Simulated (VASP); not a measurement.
A run of VASP 6.6.1:

POSCAR

```
Al2GaP3
1.0
   -1.9473900000      1.9473900000      8.2547500000
    1.9473900000     -1.9473900000      8.2547500000
    1.9473900000      1.9473900000     -8.2547500000
Al Ga P
2 1 3
Direct
    0.3333590000      0.3333590000      0.0000000000
    0.6666410000      0.6666410000      0.0000000000
    0.0000000000      0.0000000000      0.0000000000
    0.9163060000      0.4163060000      0.5000000000
    0.5836940000      0.0836940000      0.5000000000
    0.2500000000      0.7500000000      0.5000000000
```

The input INCAR.step1:

```
ALGO = Normal
EDIFF = 1E-6
ENCUT = 520
GGA = PE
ISIF = 2
ISMEAR = 0
KPAR = 4
LASPH = T
LCHARG = T
LREAL = F
LWAVE = F
NELM = 60
PREC = Accurate
SIGMA = 0.03
```

Contents of KPOINTS.step1:

```
k-points
0
Gamma
  10 10 10
```

The input INCAR.step2:

```
ALGO = Normal
EDIFF = 1E-6
ENCUT = 520
GGA = PE
ICHARG = 11
ISIF = 2
ISMEAR = -5
KPAR = 4
LASPH = T
LCHARG = F
LORBIT = 10
LREAL = F
LWAVE = F
NEDOS = 2001
NELM = 60
PREC = Accurate
SIGMA = 0.03
```

The input KPOINTS.step2:

```
k-points
0
Gamma
  15 15 15
```

Potentials or basis: VASP PAW PBE potentials, release 64 (Al, Ga_d, P).

Run with:

```console
$ cat potpaw_PBE.64/Al/POTCAR potpaw_PBE.64/Ga_d/POTCAR potpaw_PBE.64/P/POTCAR > POTCAR
$ cp INCAR.step1 INCAR
$ cp KPOINTS.step1 KPOINTS
$ mpirun -np 4 vasp_std > vasp.out
$ cp INCAR.step2 INCAR
$ cp KPOINTS.step2 KPOINTS
$ mpirun -np 4 vasp_std > vasp.out
```

Hardware: 4 MPI ranks on Intel(R) Xeon(R) Platinum 8488C (Sapphire Rapids), on a shared host.

How long does it take, and how much memory?

Wall time 15 min on 4 MPI ranks on Intel(R) Xeon(R) Platinum 8488C (Sapphire Rapids), with other jobs on the host, peak memory 1.2 GiB a rank. Counts: scf iterations 8, k points 288.
